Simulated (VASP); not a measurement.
Consider the following.

```
CELL_PARAMETERS angstrom
      4.21020     0.00000     0.00000
     -2.10510     3.64614     0.00000
      0.00000     0.00000     6.87439
ATOMIC_POSITIONS crystal
  Cd 0.00000 0.00000 0.48902
  Cd 0.33333 0.66667 0.01076
  Se 0.33333 0.66667 0.62677
  S  0.00000 0.00000 0.12145
```

All values below come from PBEsol GGA, VASP's PBE PAW potentials (set 64) (plane waves; VASP 6.6.1). Settings: 400 eV cut-off, 7×7×4 Γ-centred mesh, tetrahedra with Blöchl corrections, potentials Cd Se S.

### Question
Estimate the energy per atom (σ→0).

### Answer

The energy per atom (σ→0) is -3.239 eV/atom.

The absolute energy has meaning only against runs of the same code, potentials and settings.

The structure comes from a computed database's Cd2SeS entry (P3m1); how it stands against other phases isn't given here. It was relaxed first, which changed the volume by -6 %.
